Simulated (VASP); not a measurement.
Be3CdTe4:

```
Be Cd Te
1.0
     5.70000    0.00000    0.00000
     0.00000    5.70000    0.00000
     0.00000    0.00000    5.70000
Be Cd Te
3 1 4
Cartesian
  2.8500 0.0000 2.8500
  0.0000 2.8500 2.8500
  2.8500 2.8500 0.0000
  0.0000 0.0000 0.0000
  1.5390 1.5390 1.5390
  4.1610 1.5390 4.1610
  4.1610 4.1610 1.5390
  1.5390 4.1610 4.1610
```

The cell was built by a generator and needn't be a form met in nature.

- Program: VASP 6.6.1
- Task: relaxation of cell and atoms
- Functional: PBE
- Potentials or basis: VASP PAW PBE potentials, release 64 (Be, Cd, Te)
- Cutoff: 520 eV
- k mesh: 3 × 3 × 3
- Occupations: gaussian, width 0.15 eV
- Spin: no spin polarisation

At the start: pressure 7.2 GPa; volume 23.15 Å³/atom.

**Question.** Where does the relaxation end?

**Answer.** Over 5 steps the energy falls by 56.4 meV/atom and the volume is 25.84 Å³/atom (+11.6 %); space group P-43m (No. 215, to 0.05 Å).

The path:
```csv
step,energy change (eV),largest force (eV/Å),pressure (GPa),volume (Å³)
1,0.0000,0.0436,7.21,185.19
2,-0.4113,0.1592,-1.63,214.56
3,-0.4495,0.1250,0.00,207.10
4,-0.4492,0.1236,0.10,206.65
5,-0.4513,0.0501,0.17,206.75
```

Final structure:
```
Be Cd Te
1.0
     5.91308    0.00000    0.00000
     0.00000    5.91308    0.00000
     0.00000    0.00000    5.91308
Be Cd Te
3 1 4
Direct
  0.50000 0.00000 0.50000
  0.00000 0.50000 0.50000
  0.50000 0.50000 0.00000
  0.00000 0.00000 0.00000
  0.26961 0.26961 0.26961
  0.73039 0.26961 0.73039
  0.73039 0.73039 0.26961
  0.26961 0.73039 0.73039
```
